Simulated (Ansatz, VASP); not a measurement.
# Cross-check of SnF3 (SnF3 (Fm-3m)) between VASP and Ansatz, part 2 of 2

Aim: how closely do two programs agree when they are given the same cell, functional and k mesh? The cell is taken from a series of runs on this material, whose earlier steps may have relaxed, scaled, displaced or heated it; both programs get it as it stands.

VASP 6.6.1 and Ansatz 0.2.0.

So far: Starting point; VASP: relaxation of cell and atoms, PBEsol.

### 3. Ansatz: relaxation of cell and atoms, PBEsol

Level of this step: Ansatz beside VASP: Kohn-Sham DFT, plane waves, PBEsol (Ansatz).

Ansatz runs on its default PAW (the set named soft_2) files.

The same cell, functional and mesh now go to Ansatz.

Input file input.yaml:

```yaml
crystal:
  lattice:
    - [0.0, 4.3489759, 4.3489759]
    - [4.3489759, 0.0, 4.3489759]
    - [4.3489759, 4.3489759, 0.0]
  atoms:
    - { symbol: Sn, position: [0.5, 0.5, 0.5] }
    - { symbol: Sn, position: [0.0, 0.0, 0.0] }
    - { symbol: F, position: [0.72819055, 0.27180945, 0.72819055] }
    - { symbol: F, position: [0.27180945, 0.27180945, 0.72819055] }
    - { symbol: F, position: [0.27180945, 0.72819055, 0.27180945] }
    - { symbol: F, position: [0.27180945, 0.72819055, 0.72819055] }
    - { symbol: F, position: [0.72819055, 0.27180945, 0.27180945] }
    - { symbol: F, position: [0.72819055, 0.72819055, 0.27180945] }
basis:
  ecutwfc: 420
  xc_grid: 2
hamiltonian:
  xc: pbesol
kpoints:
  mp_grid: { grid: [6, 6, 6] }
scf:
  occupations: { method: fixed }
  max_iter: 100
relax:
  f_tol: 0.005
  max_steps: 60
  cell: {}
output:
  forces: true
  stress: true
checkpoint:
  write: "../cell.run"
  compress: false
  write_wavefunctions: false
  write_every: 100000
```

Started as:

```console
> ansatz run input.yaml --threads 16 --pin off --max-ram 26378MiB --backend cpu --events-out ev --progress --plain --runs-dir out
```

Numbers of over 12 decimals in the logs are rounded to 6 here.

Output:

```text
Engine: ansatz 0.2.0, aarch64-unknown-linux-gnu
Pseudopotentials: kind: paw
Pseudopotential: Sn, paw, valence charge 14, recommended cutoff 420 eV (normal), Sn.paw.azcp
Pseudopotential: F, paw, valence charge 7, recommended cutoff 420 eV (normal), F.paw.azcp
Functional definition: PBEsol
  exchange = pbesol_x
  correlation = pbesol_c
Crystal: 8 atoms, lattice volume = 164.510 Å³
Basis set: ecut = 420 eV, 3215 PW (Γ), exchange–correlation on 90×90×90 points (8 copies of the dense FFT grid, shifted against one another)
Bands: 43, of which v1, the nominal top of the filled ones, is band 35 counted from 1 (34 counted from 0)
Symmetry: 48 space group operations
Space group: Fm-3m (ITA 225), of the structure as read, at distance tolerance 5.5e-5 Å
k-points: 16 of 216
Non-local potential: Sn, projectors of the file, l = 0: 2, l = 1: 2, l = 2: 2, l = 3: 2
Non-local potential: F, projectors of the file, l = 0: 2, l = 1: 2, l = 2: 1
PAW form: soft (Blöchl's): semilocal exchange-correlation on the pseudo side does not see the compensation charge
PAW frozen core: Sn, regenerated for the run's functional, and the local potential with it (the file was generated under x = pbe(κ = 0.804, μ = 0.219515), c = pbe(β = 0.066725))
PAW frozen core: F, regenerated for the run's functional, and the local potential with it (the file was generated under x = pbe(κ = 0.804, μ = 0.219515), c = pbe(β = 0.066725))
PAW one-centre angular grid: Sn, 590 points (default); XC on 64 Gauss nodes
PAW one-centre angular grid: F, 110 points (default); XC on 64 Gauss nodes
Initial density: superposition of atomic densities (neutral atoms: chi_scale 0, normalization atom), corrected by the library's trained network
Initial wavefunctions: pseudopotential atomic-orbital guess
Functional: x = pbesol(κ = 0.804, μ = 0.123457), c = pbesol(β = 0.046)
SCF iter   1: F=—  HF=-16704.662375 eV  |F-HF|=—  |Δ(HF+E_count)|=         —  Δρ=1.07e-2  dr2=1.12e-1  ethr=1.77e-3  ⟨swp⟩=4.1  Hψ=2673  notcnv=0  defer=77
preconditioner: auto → Resta (q_TF=auto, 2.366 Å⁻¹)  ε∞=2.7  [insulator: Δε(μ)=2.746 eV  Ē_g=18.723 eV  n_scr=26 (ndim 8)  ℏωp=24.2 eV  f_vac=0.357  ε∞_Penn≈2.7  vacuum switching on, ρ_ref=2.5e-2 e/Å³]
SCF iter   2: F=—  HF=-16704.634005 eV  |F-HF|=—  |Δ(HF+E_count)|=   2.84e-2  Δρ=2.35e-3  dr2=4.68e-3  ethr=1.60e-4  ⟨swp⟩=2.3  Hψ=1176  notcnv=0  defer=87
SCF iter   3: F=—  HF=-16704.632719 eV  |F-HF|=—  |Δ(HF+E_count)|=   1.29e-3  Δρ=6.62e-4  dr2=4.49e-4  ethr=6.69e-6  ⟨swp⟩=2.9  Hψ=1224  notcnv=0  defer=41
automatic band count: iteration 3 solves 40 bands in place of 43: the levels show a gap, and the empty bands left out lie too high to hold charge; the band table lists the bands solved (type scf.n_extra_bands for more)
SCF iter   4: F=—  HF=-16704.632564 eV  |F-HF|=—  |Δ(HF+E_count)|=   1.55e-4  Δρ=1.16e-4  dr2=1.61e-5  ethr=6.42e-7  ⟨swp⟩=2.0  Hψ=1157  notcnv=0  defer=41
SCF iter   5: F=—  HF=-16704.632655 eV  |F-HF|=—  |Δ(HF+E_count)|=   9.09e-5  Δρ=2.12e-5  dr2=5.60e-7  ethr=2.30e-8  ⟨swp⟩=2.1  Hψ=1038  notcnv=0  defer=24
SCF iter   6: F=-16704.632656 eV  HF=-16704.632656 eV  |F-HF|=5.36e-8  |Δ(HF+E_count)|=   3.40e-7  Δρ=6.50e-6  dr2=4.34e-8  ethr=1.43e-10  ⟨swp⟩=5.4  Hψ=2635  notcnv=0
SCF 1 converged in 6 iterations: F = -16704.632656 eV  dr2 = 4.34e-8
  greatest PAW one-centre occupation: 0.997 electrons in one spin orbital (limit 2), on the Sn atom at site 0 (counted from 0), in its partial waves of l = 2
relax step   1: F+E_penalty+E_count = -16704.63265568 eV  Δ(F+E_penalty+E_count) = +0.000e0 eV  max|allowed force component| = 9.956e-2 eV/Å  Δτ_max = 0.0000 Å  P = +0.114 GPa  Ω = 164.510 Å³  (6 SCF iters, dr2 threshold 1.00e-7 eV, accepted)
[...]
relax step   2: F+E_penalty+E_count = -16704.63556041 eV  Δ(F+E_penalty+E_count) = -2.905e-3 eV  max|allowed force component| = 2.212e-2 eV/Å  Δτ_max = 0.0049 Å  P = +0.086 GPa  Ω = 164.082 Å³  energy of the carried Pulay correction = +1.395e-3 eV  (4 SCF iters, dr2 threshold 6.20e-7 eV, accepted)
[...]
relax step   3: F+E_penalty+E_count = -16704.63525049 eV  Δ(F+E_penalty+E_count) = +3.099e-4 eV  max|allowed force component| = 7.845e-4 eV/Å  Δτ_max = 0.0009 Å  P = -0.012 GPa  Ω = 164.202 Å³  energy of the carried Pulay correction = +1.003e-3 eV  (5 SCF iters, dr2 threshold 3.06e-8 eV, accepted)
[...]
relax step   4: F+E_penalty+E_count = -16704.63424680 eV  Δ(F+E_penalty+E_count) = +1.004e-3 eV  max|allowed force component| = 8.970e-4 eV/Å  Δτ_max = 0.0000 Å  P = -0.023 GPa  Ω = 164.202 Å³  stress off target by 2.27e-2 GPa  SCF on the basis re-selected at this cell (its energy is not comparable with the rows above)  (5 SCF iters)
basis re-selected at this cell: Δ(F+E_penalty+E_count) = +1.004e-3 eV, ΔP = -0.011 GPa vs the last step (what re-selecting the basis moved, of the pressure what is left beyond the Pulay correction that the steps carried, after the strain that the cell walked since its last selection, with what the two solves' SCF thresholds leave and, on support functions, any second-order correction that the steps lacked; it is no m [...]
SCF converged after 5 iterations
Free energy (F): -16704.634247 eV
Harris-Foulkes:  -16704.634247 eV  (|F-HF|=1.82e-11)
Internal energy: -16704.634247 eV  (E = F + TS)
E sigma→0 (E₀):  -16704.634247 eV
Fermi energy:    1.247704 eV
--- Per-component energies (eV) ---
  E_band       = -725.863729
  E_kinetic    = 1606.924924
  E_local      = -7789.209679  (includes V_loc(G=0)·N_el)
  E_nonlocal   = 384.030623
  E_hartree    = 3490.904403
  E_xc         = -1224.918895
  E_vxc        = -795.366582  (∫ρ·V_xc dr)
  E_paw        = -9298.836110  (= ΣΔE_a)
  E_vpaw       = -1114.064280  (= ΣTr[D̂ρ^β])
  E_aug_tail   = 0.012221  (compensation charges beyond the density's cutoff)
  E_ewald      = -3874.366069
  E_core_change = 0.824335  (= ΣΔE_core)
  E_smearing   = -0.000000  (= −TS)
  E_closure    = 0.000000  (closes the sum)
  Σ components = -16704.634247   (vs F -16704.634247, Δ=0.00e0)
--- Forces (eV/Å), atoms counted from 1 ---
  atom   1  Sn     0.00000000    -0.00000000     0.00000000
  atom   2  Sn    -0.00000000     0.00000000     0.00000000
  atom   3  F     -0.00000000    -0.00089703    -0.00000000
  atom   4  F      0.00000000     0.00000000     0.00089703
  atom   5  F      0.00000000     0.00089703     0.00000000
  atom   6  F     -0.00089703    -0.00000000    -0.00000000
  atom   7  F      0.00089703     0.00000000     0.00000000
  atom   8  F     -0.00000000    -0.00000000    -0.00089703
  max |Σ_I F_I| component: 3.47e-18 eV/Å
--- Stress (GPa, compression-positive) ---
       -0.022660      -0.000000      -0.000000
       -0.000000      -0.022660      -0.000000
       -0.000000      -0.000000      -0.022660
  P = ⅓ Tr σ = -0.0227 GPa (-0.227 kbar)
--- Relaxed structure (3 steps of the walk, 3 accepted, 1 SCFs on fresh bases) ---
  F+E_penalty+E_count = -16704.63424680 eV   max|allowed force component| = 8.970e-4 eV/Å   (the final SCF, on the basis selected at the relaxed cell)
  cell:  # Å, volume = 164.2021 Å³
    - [0, 4.346265, 4.346265]
    - [4.346265, 0, 4.346265]
    - [4.346265, 4.346265, 0]
  atoms:
    - { symbol: Sn, position: [0.5, 0.5, 0.5] }
    - { symbol: Sn, position: [0, 0, 0] }
    - { symbol: F, position: [0.728849, 0.271151, 0.728849] }
    - { symbol: F, position: [0.271151, 0.271151, 0.728849] }
    - { symbol: F, position: [0.271151, 0.728849, 0.271151] }
    - { symbol: F, position: [0.271151, 0.728849, 0.728849] }
    - { symbol: F, position: [0.728849, 0.271151, 0.271151] }
    - { symbol: F, position: [0.728849, 0.728849, 0.271151] }
```

### 4. Comparison

Known differences besides the potentials themselves: fixed occupations in Ansatz, narrow Gaussian smearing in VASP; the cutoff is 420 eV in Ansatz and 600 eV in VASP; Ansatz makes its cores anew for this functional, VASP keeps those of its PBE data sets; Ansatz adds a Pulay correction to the stress that steers its cell, VASP none. Total energies have different zeros and are not compared.

The two programs side by side:

```csv
quantity,Ansatz,VASP,difference
volume (Å³),164.20,163.81,+0.24 %
"edge a after relaxation, in the typed setting (Å)",6.146,6.142,+0.08 %
```

### 5. Outcome

```json
{"difference in volume (relaxation of cell and atoms, PBEsol)": "0.24 %"}
```

**Reading.** The difference in volume is 0.24 % (relaxation of cell and atoms, PBEsol), within the 1.2 % picked in this series as the mark of a large difference, as far as the stopping tolerances let one tell. Such differences can come from data sets, numerical settings and the points named under the comparisons, not from the functional's error against experiment.

[Lines on the potential files, build, host, timing and source positions are cut from VASP's logs without a mark.]

[Logs are printed without paths, hosts, clocks, repeated set-up lines and the standing remarks that a program may print on its own settings, such as how far it seeks lower states.]

[Hosts, paths, dates, database ids (printed as entryN), source tags and the programs' standing remarks are cut or masked in the printed files.]
